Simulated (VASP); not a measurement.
Input for VASP

INCAR:
```
! general
SYSTEM   =  Au3Pd
PREC     =  Accurate
ENCUT    =  400
LREAL    =  .FALSE.
LASPH    =  .TRUE.

! electronic loop
EDIFF    =  1E-6
NELM     =  100
ALGO     =  Normal
LMAXMIX  =  6

! smearing
ISMEAR   =  1
SIGMA    =  0.1

! functional
GGA      =  PS

! ions
IBRION   =  2
NSW      =  60
ISIF     =  3
EDIFFG   =  -0.02

! output
LWAVE    =  .FALSE.
LCHARG   =  .FALSE.
```

### POSCAR
```
Au3Pd
1
    0.0000000000     2.0233482305     2.0233482305
    2.0233482305    -0.0000000000     2.0233482305
    8.0222679720     8.0222679720     0.0711249500
Pd Au
1 3
Direct
  0.0000000000   0.0000000000   0.0000000000
  0.0080962464   0.0080962464   0.2439278152
  0.0000000000   0.0000000000   0.5000000000
  0.9919037536   0.9919037536   0.7560721848
```

### KPOINTS
```
K-points
0
gamma
12 12 3
```

POTCAR, in this order: Pd Au (PBE.64 set). Program: vasp_std.

Q: Translate this PBEsol calculation to Ansatz.

A: One equivalent input (not run):
Ansatz 0.2 input:
```yaml
crystal:
  lattice:
    - [0.0000000, 2.0233482, 2.0233482]
    - [2.0233482, 0.0000000, 2.0233482]
    - [8.0222680, 8.0222680, 0.0711250]
  atoms:
    - { symbol: Pd, position: [0.0000000, 0.0000000, 0.0000000] }
    - { symbol: Au, position: [0.0080962, 0.0080962, 0.2439278] }
    - { symbol: Au, position: [0.0000000, 0.0000000, 0.5000000] }
    - { symbol: Au, position: [0.9919038, 0.9919038, 0.7560722] }
kpoints:
  mp_grid: { grid: [12, 12, 3] }
hamiltonian:
  xc: pbesol
  pseudopotentials: { kind: paw }
scf:
  occupations: { method: methfessel_paxton, width: 0.1 }
  max_iter: 100
relax:
  max_steps: 60
  f_tol: 0.02
  cell: {}
output: { forces: true, stress: true, eigenvalues: true }
```
The two are equivalent in intent, not identical: each code has its own PAW files, so the cut-off isn't converted (ENCUT is set for VASP's; basis.ecutwfc is left out, and Ansatz then takes the one that its files recommend); Ansatz stops its SCF on the density residual and VASP on the energy change (EDIFF).

The structure was generated: Au3Pd was put into an ordered model structure (R-3m), which need not be its known phase. This run relaxes it. Symmetry was kept, so distortions that lower it aren't found. The start is the result of an earlier pass.
